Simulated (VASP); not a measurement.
Data:

```
CELL_PARAMETERS angstrom
      0.00000     2.32365     2.32365
      2.32365     0.00000     2.32365
      2.32365     2.32365     0.00000
ATOMIC_POSITIONS crystal
  Hf 0.00000 0.00000 0.00000
  C  0.50000 0.50000 0.50000
```

Method: PBE GGA, VASP's PBE PAW potentials (set 64) (plane waves; VASP). Run with 520 eV cut-off, Gaussian smearing of 0.050 eV, potentials Hf_pv C.

Unless said otherwise, spin-orbit coupling is left out, though it shifts the bands of the heavy elements here.

Task: What does the run give for the band gap (along the path) with the smallest direct gap where there is one?

Result: 
The band gap (along the path) is none (metal, semimetal or under 0.01 eV).

The compound is HfC in the rock salt structure. It was relaxed first.
